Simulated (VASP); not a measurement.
An input for Quantum ESPRESSO's pw.x (written as the equivalent of a VASP run, and not itself run):

```
&CONTROL
  calculation = 'scf'
  pseudo_dir = './pseudo'
  outdir = './out'
  tprnfor = .true.
  tstress = .false.
/
&SYSTEM
  ibrav = 0
  nat = 8
  ntyp = 2
  ecutwfc = 86
  occupations = 'smearing'
  smearing = 'gaussian'
  degauss = 0.000735
  input_dft = 'hse'
  nqx1 = 4
  nqx2 = 4
  nqx3 = 1
  screening_parameter = 0.1058
/
&ELECTRONS
  conv_thr = 7.3e-08
  electron_maxstep = 100
/
ATOMIC_SPECIES
  Ga 69.723 Ga.upf
  Se 78.971 Se.upf
CELL_PARAMETERS angstrom
     3.7725700    0.0000000    0.0000000
    -1.8862850    3.2671410    0.0000000
     0.0000000    0.0000000   16.5256100
ATOMIC_POSITIONS crystal
  Ga   0.3397650  0.6736970  0.1735620
  Ga   0.6631930  0.3352220  0.8220080
  Ga   0.6764080  0.3418990  0.6753330
  Ga   0.3375350  0.6659910  0.3244450
  Se   0.3364780  0.6597870  0.6058000
  Se   0.6585830  0.3330840  0.3950410
  Se   0.6608090  0.3241810  0.1073270
  Se   0.3272290  0.6661400  0.8964840
K_POINTS automatic
  4 4 1 0 0 0
```

**Question.** Write the VASP files for the same calculation (HSE06).

**Answer.** One answer among several that fit: 
POSCAR:
```
GaSe
1.0
  3.7725700000   0.0000000000   0.0000000000
 -1.8862850000   3.2671410000   0.0000000000
  0.0000000000   0.0000000000  16.5256100000
Ga Se
4 4
Direct
  0.3397650000   0.6736970000   0.1735620000
  0.6631930000   0.3352220000   0.8220080000
  0.6764080000   0.3418990000   0.6753330000
  0.3375350000   0.6659910000   0.3244450000
  0.3364780000   0.6597870000   0.6058000000
  0.6585830000   0.3330840000   0.3950410000
  0.6608090000   0.3241810000   0.1073270000
  0.3272290000   0.6661400000   0.8964840000
```

File KPOINTS:
```
Automatic mesh
0
Gamma
4 4 1
0 0 0
```

**INCAR**
```
SYSTEM = GaSe
PREC = Accurate; ENCUT = 180; LREAL = F
LASPH = T; ISYM = 3
EDIFF = 1E-6; NELM = 100; ALGO = Normal
LMAXMIX = 4
ISMEAR = 0; SIGMA = 0.01
GGA = PE; LHFCALC = T; AEXX = 0.25
HFSCREEN = 0.2; PRECFOCK = Fast
ISIF = 2
LWAVE = F; LCHARG = F
```

POTCAR, in this order: Ga_d Se (PBE.64 set). Program: vasp_std.

The two are equivalent in intent, not identical: the potentials are each code's own (VASP's PAW set, PseudoDojo norm-conserving files in pw.x), so ENCUT and ecutwfc are chosen apart and not converted; conv_thr bounds pw.x's estimated SCF error, while EDIFF bounds the energy change between steps.

The structure comes from a computed database's GaSe entry, a phase known from measurement. The cell was not relaxed at this level, atoms are displaced from their ideal sites. The k-mesh is coarse (spacing up to 0.48 per Å, 2π included), so the numbers may not be converged in it. The run is one of a series of settings (ENCUT = 180 against the base run), some of them coarse on purpose.
